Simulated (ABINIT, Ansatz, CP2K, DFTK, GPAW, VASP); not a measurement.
One calculation of TaTe, 7 ways

```
Ta Te
1.0
     3.42009    0.00000    0.00000
     0.00000    3.42009    0.00000
     0.00000    0.00000    3.42009
Ta Te
1 1
Direct
  0.50000 0.50000 0.50000
  0.00000 0.00000 0.00000
```

The cell comes from a database or a generator and needn't be the stable form of this composition.

Alike in all runs: task single point; functional PBE; k mesh 8 × 8 × 8; occupations fermi-dirac, width 0.05 eV; no spin polarisation; no spin-orbit coupling. Pressure is positive in compression and, in plane waves, holds the error of the finite cutoff, which Ansatz's Pulay term estimates and takes out.

| program and potentials | plane-wave cutoff (eV) | notes | band gap (eV) | pressure (GPa) |
| --- | --- | --- | --- | --- |
| CP2K, POTENTIAL_UZH Ta GTH-PBE-q13, Te GTH-PBE-q6; TZVP-MOLOPT-PBE-GTH basis | - | atomic basis; 9.5 valence electrons an atom on average | no gap | 1.48 |
| ABINIT, JTH PAW PBE v2.0 | 517 | 9.5 valence electrons an atom on average | no gap | 1.27 |
| Ansatz, all-electron LAPW, scalar-relativistic | - | - | no gap | 0.17 |
| Ansatz, Ansatz PAW (earlier soft set) | 420 | 14.5 valence electrons an atom on average; Pulay term of +0.04 GPa included | no gap | 0.15 |
| GPAW, GPAW PAW data sets (gpaw-data 1.2.1) | 600 | 9.5 valence electrons an atom on average | no gap | -0.52 |
| VASP, PBE PAW files Ta_pv, Te, 520 eV | 520 | 8.5 valence electrons an atom on average | ? | ? |
| DFTK, PseudoDojo SR PBE 0.4.1 standard (PBE) | 1088 | 14.5 valence electrons an atom on average | no gap | 0.65 |

**Question.** Estimate from the other rows what the run with VASP, PBE PAW files Ta_pv, Te, 520 eV gave.

**Answer.** No band gap; pressure 0.14 GPa. The other rows, which needn't bracket it: pressure -0.52 to 1.48.
